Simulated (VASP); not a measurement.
Calculation: optB88-vdW, VASP's PBE PAW potentials (set 64) (plane waves; VASP 6.6.1).

A VASP calculation is set up with these files.

File POSCAR:
```
SiC
1
    1.5385284524    -2.6648092054     0.0000000000
    1.5385284524     2.6648092054     0.0000000000
    0.0000000000     0.0000000000     5.0519806082
Si C
2 2
Direct
  0.6666670000   0.3333330000   0.4996384767
  0.3333330000   0.6666670000   0.9996384767
  0.6666670000   0.3333330000   0.8753615233
  0.3333330000   0.6666670000   0.3753615233
```

### KPOINTS
```
Automatic
0
Gamma
  8 8 4
0 0 0
```

INCAR:
```
SYSTEM = SiC
PREC = Accurate; ENCUT = 520; LREAL = .FALSE.
LASPH = .TRUE.
EDIFF = 1E-6; NELM = 100; ALGO = Normal
ISMEAR = 0; SIGMA = 0.05
GGA = BO; LUSE_VDW = .TRUE.; AGGAC = 0.0
PARAM1 = 0.1833333333; PARAM2 = 0.22
IBRION = 2; NSW = 60; ISIF = 3
EDIFFG = -0.02
LWAVE = .FALSE.; LCHARG = .FALSE.
```

POTCAR, in this order: Si C (PBE.64 set). Program: vasp_std.

The run wrote:

### OUTCAR
```
 ion  position               nearest neighbor table
   1  0.667  0.333  0.500-   4 1.88   4 1.88   4 1.88   3 1.90   2 3.09   2 3.09   2 3.09   2 3.09
                             2 3.09   2 3.09
   2  0.333  0.667  1.000-   3 1.88   3 1.88   3 1.88   4 1.90   1 3.09   1 3.09   1 3.09   1 3.09
                             1 3.09   1 3.09
   3  0.667  0.333  0.875-   2 1.88   2 1.88   2 1.88   1 1.90
   4  0.333  0.667  0.375-   1 1.88   1 1.88   1 1.88   2 1.90
  LATTYP: Found a hexagonal cell.
 ALAT       =     3.0770566943
 C/A-ratio  =     1.6418224005
 Subroutine PRICEL returns:
 Original cell was already a primitive cell.
 Subroutine GETGRP returns: Found 12 space group operations
The static configuration has the point symmetry C_3v.
 The point group associated with its full space group is C_6v.
The dynamic configuration has the point symmetry C_3v.
 Subroutine INISYM returns: Found 12 space group operations
 Subroutine IBZKPT returns following result:
 Found     30 irreducible k-points:

 Following reciprocal coordinates:
            Coordinates               Weight
  0.000000  0.000000  0.000000      1.000000
  0.125000  0.000000  0.000000      6.000000
  0.250000  0.000000  0.000000      6.000000
...
```

### OSZICAR
```
       N       E                     dE             d eps       ncg     rms          rms(c)
DAV:   1     0.431356524003E+02    0.43136E+02   -0.75976E+03   720   0.120E+03
DAV:   2    -0.262499895088E+02   -0.69386E+02   -0.63767E+02  1020   0.193E+02
DAV:   3    -0.294041835918E+02   -0.31542E+01   -0.31396E+01   956   0.422E+01
DAV:   4    -0.294418070668E+02   -0.37623E-01   -0.37598E-01   896   0.540E+00
DAV:   5    -0.294424727628E+02   -0.66570E-03   -0.66559E-03   932   0.689E-01    0.122E+01
DAV:   6    -0.254387784674E+02    0.40037E+01   -0.12440E+01   880   0.226E+01    0.509E+00
DAV:   7    -0.253744067471E+02    0.64372E-01   -0.10361E+00   924   0.682E+00    0.240E+00
DAV:   8    -0.253630545181E+02    0.11352E-01   -0.57544E-02   800   0.184E+00    0.536E-01
DAV:   9    -0.253626203914E+02    0.43413E-03   -0.72279E-03   904   0.674E-01    0.149E-01
DAV:  10    -0.253628015828E+02   -0.18119E-03   -0.11248E-03   868   0.236E-01    0.534E-02
DAV:  11    -0.253628111926E+02   -0.96098E-05   -0.10805E-04   820   0.886E-02    0.271E-02
DAV:  12    -0.253628130411E+02   -0.18485E-05   -0.47989E-06   916   0.185E-02    0.806E-03
DAV:  13    -0.253628135532E+02   -0.51211E-06   -0.47461E-07   496   0.498E-03
   1 F= -.25362814E+02 E0= -.25362814E+02  d E =-.253628E+02
       N       E                     dE             d eps       ncg     rms          rms(c)
DAV:   1    -0.253728513645E+02   -0.10038E-01   -0.42040E-01   840   0.579E+00    0.742E-01
DAV:   2    -0.253647903063E+02    0.80611E-02   -0.15858E-02   848   0.980E-01    0.361E-01
DAV:   3    -0.253628958109E+02    0.18945E-02   -0.41964E-03   892   0.434E-01    0.858E-02
DAV:   4    -0.253626444618E+02    0.25135E-03   -0.64150E-04   864   0.165E-01    0.309E-02
DAV:   5    -0.253626167256E+02    0.27736E-04   -0.70634E-05   864   0.579E-02    0.240E-02
DAV:   6    -0.253626128604E+02    0.38652E-05   -0.39903E-06   844   0.178E-02    0.493E-03
DAV:   7    -0.253626126224E+02    0.23799E-06   -0.16384E-06   476   0.852E-03
   2 F= -.25362613E+02 E0= -.25362613E+02  d E =0.200931E-03
       N       E                     dE             d eps       ncg     rms          rms(c)
DAV:   1    -0.253716941382E+02   -0.90813E-02   -0.10910E-01   840   0.298E+00    0.379E-01
DAV:   2    -0.253696112835E+02    0.20829E-02   -0.43302E-03   848   0.506E-01    0.183E-01
DAV:   3    -0.253691530564E+02    0.45823E-03   -0.10249E-03   872   0.216E-01    0.435E-02
DAV:   4    -0.253690987003E+02    0.54356E-04   -0.14103E-04   852   0.782E-02    0.152E-02
DAV:   5    -0.253690958917E+02    0.28085E-05   -0.12937E-05   856   0.255E-02    0.126E-02
DAV:   6    -0.253690974834E+02   -0.15917E-05   -0.86627E-07   456   0.873E-03    0.342E-03
DAV:   7    -0.253690970891E+02    0.39429E-06   -0.35143E-07   408   0.442E-03
   3 F= -.25369097E+02 E0= -.25369097E+02  d E =-.628354E-02
```

File OUTCAR:
```
------------------------ aborting loop because EDIFF is reached ----------------------------------------
  FORCE on cell =-STRESS in cart. coord.  units (eV):
  Direction    XX          YY          ZZ          XY          YZ          ZX
  --------------------------------------------------------------------------------------
  Total       -0.0128782     -0.0128782      0.0231933      0.0000000     -0.0000000      0.0000000
  in kB       -0.4906617     -0.4906616      0.8836722      0.0000000     -0.0000000      0.0000000
  external PRESSURE =      -0.0325504 kB  Pullay stress =       0.0000000 kB
  volume of cell :       42.05
      direct lattice vectors                 reciprocal lattice vectors
     1.546096655 -2.677917713 -0.000000000     0.323395047 -0.186712234  0.000000000
     1.546096655  2.677917713  0.000000000     0.323395047  0.186712234 -0.000000000
     0.000000000  0.000000000  5.078305639     0.000000000 -0.000000000  0.196916072
  FREE ENERGIE OF THE ION-ELECTRON SYSTEM (eV)
  ---------------------------------------------------
  free  energy   TOTEN  =       -25.3690970891 eV

  energy  without entropy=      -25.3690970891  energy(sigma->0) =      -25.36909709

 reached required accuracy - stopping structural energy minimisation
```
(Selected blocks of OUTCAR.)

### CONTCAR
```
SiC
   1.00000000000000
     1.5460966551449249   -2.6779177134894603   -0.0000000000000000
     1.5460966551449249    2.6779177134894603    0.0000000000000000
     0.0000000000000000    0.0000000000000000    5.0783056394706998
  Si              C
     2     2
Direct
     0.6666669999999968    0.3333330000000032    0.4996717792334391
     0.3333330000000032    0.6666669999999968    0.9996717792334392
     0.6666669999999968    0.3333330000000032    0.8753282207665608
     0.3333330000000032    0.6666669999999968    0.3753282207665609
```

The compound is SiC in the wurtzite structure, the rare 2H polytype. This run relaxes it. Symmetry was kept, so distortions that lower it aren't found. The start is the result of an earlier pass.
